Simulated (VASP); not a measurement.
Crystal: Na3AlO3.

```
CELL_PARAMETERS angstrom
5.42964 0.00000 0.00000
-2.71482 4.70221 0.00000
0.00000 0.00000 3.90434
ATOMIC_POSITIONS crystal
Na 0.50000 0.00000 0.00000
Na 0.00000 0.50000 0.00000
Na 0.50000 0.50000 0.00000
Al 0.00000 0.00000 0.50000
O 0.33333 0.66667 0.53697
O 0.66667 0.33333 0.46303
O 0.00000 0.00000 0.00000
```

The cell was built by a generator and needn't be a form met in nature.

```yaml
Program: VASP 6.6.1
Task: relaxation of cell and atoms
Functional: PBE
Potentials_or_basis: VASP PAW PBE potentials, release 64 (Na_pv, Al, O)
Cutoff: 520 eV
k_mesh: 3 × 3 × 4
Occupations: gaussian, width 0.15 eV
Spin: no spin polarisation
```

At the start: pressure -11.1 GPa; volume 14.24 Å³/atom.

Problem. Where does the relaxation end?

Solution. Over 8 steps the energy falls by 168.5 meV/atom and the volume is 12.38 Å³/atom (-13.1 %); space group P6/mmm (No. 191, to 0.05 Å).

Step by step:
| step | energy change (eV) | largest force (eV/Å) | pressure (GPa) | volume (Å³) |
| --- | --- | --- | --- | --- |
| 1 | 0.0000 | 0.3402 | -11.14 | 99.68 |
| 2 | -1.0904 | 0.7592 | 0.57 | 85.82 |
| 3 | -1.0915 | 0.7679 | 0.37 | 85.62 |
| 4 | -1.1412 | 0.5037 | -0.03 | 85.85 |
| 5 | -1.1781 | 0.0826 | 0.25 | 86.22 |
| 6 | -1.1785 | 0.0156 | 0.30 | 86.27 |
| 7 | -1.1784 | 0.0558 | 0.31 | 86.25 |
| 8 | -1.1794 | 0.0081 | -0.45 | 86.67 |

Final structure:
```
CELL_PARAMETERS angstrom
5.36980 0.00000 0.00000
-2.68490 4.65038 0.00000
0.00000 0.00000 3.47079
ATOMIC_POSITIONS crystal
Na 0.50000 0.00000 0.00000
Na 0.00000 0.50000 0.00000
Na 0.50000 0.50000 0.00000
Al 0.00000 0.00000 0.50000
O 0.33333 0.66667 0.50064
O 0.66667 0.33333 0.49936
O 0.00000 0.00000 0.00000
```

Caveat: the k mesh is coarse (spacing up to 0.45 Å⁻¹), so the values aren't converged.
